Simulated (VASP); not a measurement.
VASP input:

POSCAR:
```
SrHg
1.0
  3.9630000000   0.0000000000   0.0000000000
  0.0000000000   3.9630000000   0.0000000000
  0.0000000000   0.0000000000   3.9630000000
Sr Hg
1 1
Cart
  1.9815000000   1.9815000000   1.9815000000
  0.0000000000   0.0000000000   0.0000000000
```

**INCAR**
```
ALGO = Normal
EDIFF = 1E-6
EDIFFG = -0.01
ENCUT = 400
IBRION = 2
ISIF = 3
ISMEAR = 1
LASPH = .TRUE.
LCHARG = .FALSE.
LMAXMIX = 6
LREAL = .FALSE.
LWAVE = .FALSE.
NELM = 100
NSW = 60
PREC = Accurate
SIGMA = 0.1
SYSTEM = SrHg
```

### KPOINTS
```
Automatic mesh
0
G
 8 8 8
```

POTCAR, in this order: Sr_sv Hg (LDA.64 set). Program: vasp_std.

Question: Translate this LDA calculation to Quantum ESPRESSO's pw.x.

Answer: One equivalent input (not run):
```
&CONTROL
  calculation = 'vc-relax'
  pseudo_dir = './pseudo'
  outdir = './out'
  tprnfor = .true.
  tstress = .true.
  nstep = 60
  forc_conv_thr = 0.00039
/
&SYSTEM
  ibrav = 0
  nat = 2
  ntyp = 2
  ecutwfc = 68
  occupations = 'smearing'
  smearing = 'methfessel-paxton'
  degauss = 0.00735
  input_dft = 'pz'
/
&ELECTRONS
  conv_thr = 7.3e-08
  electron_maxstep = 100
/
&IONS
/
&CELL
/
ATOMIC_SPECIES
  Sr 87.620 Sr.upf
  Hg 200.592 Hg.upf
CELL_PARAMETERS angstrom
     3.9630000    0.0000000    0.0000000
     0.0000000    3.9630000    0.0000000
     0.0000000    0.0000000    3.9630000
ATOMIC_POSITIONS crystal
  Sr   0.5000000  0.5000000  0.5000000
  Hg   0.0000000  0.0000000  0.0000000
K_POINTS automatic
  8 8 8 0 0 0
```
Limits of the translation: the potentials are each code's own (VASP's PAW set, PseudoDojo norm-conserving files in pw.x), so ENCUT and ecutwfc are chosen apart and not converted; conv_thr bounds pw.x's estimated SCF error, while EDIFF bounds the energy change between steps; forc_conv_thr acts on force components and is met together with etot_conv_thr.

The structure comes from a computed database's SrHg entry (Pm-3m); how it stands against other phases isn't given here. This run relaxes it. Symmetry was kept, so distortions that lower it aren't found.
